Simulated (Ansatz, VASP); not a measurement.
# Cross-check of Ta2CF2 between VASP and Ansatz, part 2 of 2

One calculation is typed for both programs; each brings its own data sets. How far apart do they land? Of the first pair: The structure shown is the start of the Ansatz relaxation below; VASP solves that cell, so the two are compared at the walk's first step.

VASP 6.6.1 and Ansatz 0.2.0.

So far. Step 3 (VASP: single point, PBEsol, start cell, pair 1): The run ends at a pressure of 3.05 GPa, with forces up to 6.2 eV/Å.

## (6) VASP: single point, PBEsol, relaxed cell, pair 2

Level of this step: PBEsol; plane waves and PAW (C, Ta_pv, F) (VASP).

The same cell, functional, mesh and smearing now go to VASP, with its own data sets.

INCAR reads:

```
SYSTEM = Ta2CF2
PREC = Accurate
ENCUT = 520
EDIFF = 1E-06
NELM = 120
ISMEAR = 0
SIGMA = 0.1
LREAL = .FALSE.
ALGO = Normal
GGA = PS
NBANDS = 26
LASPH = .TRUE.
LORBIT = 11
LWAVE = .FALSE.
LCHARG = .FALSE.
ISIF = 2
LDIPOL = .TRUE.
IDIPOL = 3
DIPOL = 0.5 0.5 0.301
LVHAR = .TRUE.
GGA_COMPAT = .FALSE.
NELMDL = -8
KPAR = 2
```

POSCAR reads:

```
Ta2CF2
1.0
    3.1711776478      0.0000000000      0.0000000000
   -1.5855888239      2.7463204029      0.0000000000
    0.0000000000      0.0000000000     33.2000000000
C Ta F
1 2 2
Direct
    0.0000000000      0.0000000000      0.3012048193
    0.3333333333      0.6666666667      0.3338360221
    0.6666666667      0.3333333333      0.2685736164
    0.6666666667      0.3333333333      0.3755014801
    0.3333333333      0.6666666667      0.2269081584
```

KPOINTS reads:

```
Automatic mesh
0
Gamma
9 9 1
0 0 0
```

The projector-augmented-wave data sets are C, Ta_pv and F (PBE family, release 64).

On the command line:

```
$ mpirun -np 2 vasp_std
```

Numbers of over 12 decimals in the logs are rounded to 6 here.

Output:

```text
[banner, memory and clock lines left out]
running    2 mpi-ranks, on    1 nodes
[...]
[... a notice as in an earlier step ...]

 LDA part: xc-table for (Slater+PW92), standard interpolation
 POSCAR, INCAR and KPOINTS ok, starting setup
[...]
entering main loop
       N       E                     dE             d eps       ncg     rms          rms(c)
DAV:   1     0.361721365061E+03    0.36172E+03   -0.20009E+04   752   0.123E+03
DAV:   2    -0.131388119908E+02   -0.37486E+03   -0.36815E+03   804   0.314E+02
DAV:   3    -0.523053163208E+02   -0.39167E+02   -0.38978E+02   774   0.102E+02
DAV:   4    -0.531093516618E+02   -0.80404E+00   -0.79940E+00   856   0.160E+01
[...]
DAV:  24    -0.466745527256E+02   -0.69934E-05   -0.30171E-07   518   0.231E-03    0.403E-04
DAV:  25    -0.466745542046E+02   -0.14790E-05   -0.44422E-08   480   0.939E-04    0.254E-04
DAV:  26    -0.466745550419E+02   -0.83733E-06   -0.38349E-08   476   0.689E-04
   1 F= -.46674555E+02 E0= -.46672452E+02  d E =-.420599E-02
```

From OUTCAR (step 6):

```text
  Total        0.2080213      0.2080213      0.1020889      0.0000000      0.0000000      0.0000000
  in kB        1.1526793      1.1526793      0.5656909      0.0000000      0.0000000      0.0000000
  external PRESSURE =       0.9570165 kB  Pullay stress =       0.0000000 kB

 POSITION                                       TOTAL-FORCE (eV/Angst)
 -----------------------------------------------------------------------------------
      0.00000      0.00000     10.00000         0.000000      0.000000     -0.000000
     -0.00000      1.83088     11.08336         0.000000      0.000000      0.044190
      1.58559      0.91544      8.91664        -0.000000     -0.000000     -0.044190
      1.58559      0.91544     12.46665         0.000000      0.000000      0.022839
     -0.00000      1.83088      7.53335        -0.000000      0.000000     -0.022839
 -----------------------------------------------------------------------------------
    total drift:                               -0.000000     -0.000000     -0.000201

  FREE ENERGIE OF THE ION-ELECTRON SYSTEM (eV)
  ---------------------------------------------------
  free  energy   TOTEN  =       -46.6745550419 eV

  energy  without entropy=      -46.6703490555  energy(sigma->0) =      -46.67245205

[... 1 part as in an earlier step ...]

[... 2 further parts left out ...]
[key lines of the parts left out:]
E-fermi :  -1.7056
```

The run ends at a pressure of 0.10 GPa, with forces up to 0.044 eV/Å.

## (7) Differences

What differs besides the data sets and the points named for the pairs above, as far as they apply: the data sets hold 44 valence electrons in Ansatz (on its default PAW (the set named soft_2) files) and 40 in VASP. Total energies have different zeros and are not compared.

At this near-relaxed geometry the largest component of a force difference is 44 meV/Å. With vacuum in the cell, a pressure given here is an average over mostly empty space and none of the material.

## (8) Further runs

Further runs change the set-up of one program: Ansatz's method, potentials or start, or VASP's data sets, cutoff or form of LDA. The table gives that difference for each run.

```csv
run,r.m.s. force difference (meV/Å)
as above,18
"VASP with the data sets C, Ta_sv_GW and F",14
```

## (9) Ansatz: relaxation, PBEsol

The two programs are compared at the cell with which this relaxation starts, whose forces are those of its first step.

The structure compared here is the start of the Ansatz relaxation; VASP solves that cell, so the two are compared at the walk's first step.

input.yaml reads:

```yaml
crystal:
  lattice:
    - [3.1711776478, 0.0, 0.0]
    - [-1.5855888239, 2.7463204029, 0.0]
    - [0.0, 0.0, 33.2]
  atoms:
    - { symbol: C, position: [0.0, 0.0, 0.3012048193] }
    - { symbol: Ta, position: [0.3333333333, 0.6666666667, 0.3338360221] }
    - { symbol: Ta, position: [0.6666666667, 0.3333333333, 0.2685736164] }
    - { symbol: F, position: [0.6666666667, 0.3333333333, 0.3755014801] }
    - { symbol: F, position: [0.3333333333, 0.6666666667, 0.2269081584] }
  periodic: [true, true, false]
kpoints:
  mp_grid: { grid: [15, 15, 1] }
hamiltonian:
  xc: pbesol
scf:
  occupations: { method: gaussian, width: 0.1 }
output:
  forces: true
  stress: true
  eigenvalues: true
  write_density: true
  write_potential: true
  elf: true
  volumetric_format: npy
relax:
  adjacent_minimum: "off"
  f_tol: 0.005
  max_steps: 80
  cell: { stress_2d_tol: 0.02 }
```

On the command line:

```
$ ansatz run input.yaml --threads 8 --pin off --max-ram 14336MiB --backend cpu --events-out ev --progress --plain --runs-dir out
```

Output:

```text
[...]
Crystal: 5 atoms, lattice volume = 289.141 Å³
Basis set: ecut = 420 eV, 5643 PW (Γ), exchange–correlation on 48×48×450 points (8 copies of the dense FFT grid, shifted against one another)
Bands: 27, of which v1, the nominal top of the filled ones, is band 22 counted from 1 (21 counted from 0)
Symmetry: 12 space group operations
[...]
k-points: 27 of 225
[...]
cell:  # Å, volume = 288.4503 Å³
    - [3.167387, 0.0, 0]
    - [-1.583694, 2.743038, 0]
    - [0, 0, 33.2]
  atoms:
    - { symbol: C, position: [0, 0, 0.30120481926] }
    - { symbol: Ta, position: [0.333333, 0.666667, 0.333964] }
    - { symbol: Ta, position: [0.666667, 0.333333, 0.268446] }
    - { symbol: F, position: [0.666667, 0.333333, 0.375680] }
    - { symbol: F, position: [0.333333, 0.666667, 0.226729] }
[key lines of the parts left out:]
SCF converged after 7 iterations
Free energy (F): -21463.006808 eV
Fermi energy:    -3.651182 eV
P = ½ c Tr σ = -0.0010 N/m
```

## (10) VASP: single point, PBEsol, start cell, pair 3

The same cell, functional, mesh and smearing now go to VASP, with its own data sets.

INCAR is that of step 6.

POSCAR reads:

```
Ta2CF2
1.0
    3.1711780000      0.0000000000      0.0000000000
   -1.5855890000      2.7463200000      0.0000000000
    0.0000000000      0.0000000000     33.2000000000
C Ta F
1 2 2
Direct
    0.0000000000      0.0000000000      0.3012048193
    0.3333333333      0.6666666667      0.3338360241
    0.6666666667      0.3333333333      0.2685736145
    0.6666666667      0.3333333333      0.3755014759
    0.3333333333      0.6666666667      0.2269081627
```

KPOINTS reads:

```
Automatic mesh
0
Gamma
15 15 1
0 0 0
```

On the command line:

```
$ mpirun -np 2 vasp_std
```

Output:

```text
[... set-up lines as in an earlier step ...]
 entering main loop
       N       E                     dE             d eps       ncg     rms          rms(c)
DAV:   1     0.357676579255E+03    0.35768E+03   -0.20207E+04  1708   0.123E+03
DAV:   2    -0.134044331024E+02   -0.37108E+03   -0.36503E+03  1826   0.313E+02
DAV:   3    -0.522697162824E+02   -0.38865E+02   -0.38612E+02  1768   0.101E+02
DAV:   4    -0.530646004155E+02   -0.79488E+00   -0.78937E+00  1858   0.158E+01
[...]
DAV:  24    -0.466512551661E+02   -0.63217E-05   -0.29567E-07  1156   0.252E-03    0.452E-04
DAV:  25    -0.466512566908E+02   -0.15247E-05   -0.51149E-08  1082   0.104E-03    0.252E-04
DAV:  26    -0.466512574461E+02   -0.75527E-06   -0.36124E-08  1060   0.697E-04
   1 F= -.46651257E+02 E0= -.46649703E+02  d E =-.310981E-02
```

Parts of OUTCAR (step 10):

```text
  Total        0.1535134      0.1535133      0.3099837      0.0000000     -0.0000000      0.0000000
  in kB        0.8506424      0.8506420      1.7176692      0.0000000     -0.0000000      0.0000000
  external PRESSURE =       1.1396512 kB  Pullay stress =       0.0000000 kB

 POSITION                                       TOTAL-FORCE (eV/Angst)
 -----------------------------------------------------------------------------------
      0.00000      0.00000     10.00000        -0.000000     -0.000000     -0.000000
     -0.00000      1.83088     11.08336        -0.000000     -0.000000      0.150686
      1.58559      0.91544      8.91664        -0.000000     -0.000000     -0.150686
      1.58559      0.91544     12.46665        -0.000000      0.000000      0.018411
     -0.00000      1.83088      7.53335         0.000000      0.000000     -0.018411
 -----------------------------------------------------------------------------------
    total drift:                               -0.000000     -0.000000     -0.000215

  FREE ENERGIE OF THE ION-ELECTRON SYSTEM (eV)
  ---------------------------------------------------
  free  energy   TOTEN  =       -46.6512574461 eV

  energy  without entropy=      -46.6481476332  energy(sigma->0) =      -46.64970254

[... 3 further parts left out ...]
[key lines of the parts left out:]
E-fermi :  -1.5727
```

The run ends at a pressure of 0.11 GPa, with forces up to 0.15 eV/Å.

## (11) Differences

What differs besides the data sets and the points named for the pairs above, as far as they apply: the data sets hold 44 valence electrons in Ansatz (on its default PAW (the set named soft_2) files) and 40 in VASP; the cutoff is 420 eV in Ansatz and 520 eV in VASP. Total energies have different zeros and are not compared.

Forces (eV/Å; atoms numbered as in POSCAR):

```csv
atom,"Ansatz x, y, z","VASP x, y, z"
C1,"0.000, 0.000, 0.000","0.000, 0.000, 0.000"
Ta2,"0.000, 0.000, 0.107","0.000, 0.000, 0.151"
Ta3,"0.000, 0.000, -0.107","0.000, 0.000, -0.151"
F4,"0.000, 0.000, -0.004","0.000, 0.000, 0.018"
F5,"0.000, 0.000, 0.004","0.000, 0.000, -0.018"
```

The forces differ by 18 meV/Å r.m.s., which is 32.6 % of the r.m.s. force of 0.055 eV/Å (both taken over all components). With vacuum in the cell, a pressure given here is an average over mostly empty space and none of the material.

## (12) Summary of results

```json
{
 "r.m.s. force difference (single point, PBEsol, start cell, pair 1)": "0.83 % of the r.m.s. force",
 "r.m.s. force difference (single point, PBEsol, relaxed cell, pair 2)": "18 meV/Å",
 "r.m.s. force difference (single point, PBEsol, start cell, pair 3)": "18 meV/Å"
}
```

What this shows: The r.m.s. force difference is 18 meV/Å (single point, PBEsol, relaxed cell, pair 2), beyond the 12 meV/Å picked in this series as the mark of a large difference. The data sets hold unlike numbers of valence electrons (44 in Ansatz and 40 in VASP), so part of the differences comes from the potentials. For single point, PBEsol, relaxed cell, pair 2, no further run moves any of the tabulated differences by more than a quarter of its size. What causes the difference of the single point, PBEsol, start cell, pair 3 pair stays open here. 5 further runs of this series are not shown here. How closely two codes agree says nothing of how well the functional describes the real material.

[Lines on the potential files, build, host, timing and source positions are cut from VASP's logs without a mark.]

[Logs are printed without paths, hosts, clocks, repeated set-up lines and the standing remarks that a program may print on its own settings, such as how far it seeks lower states.]

[Hosts, paths, dates, database ids (printed as entryN), source tags and the programs' standing remarks are cut or masked in the printed files.]
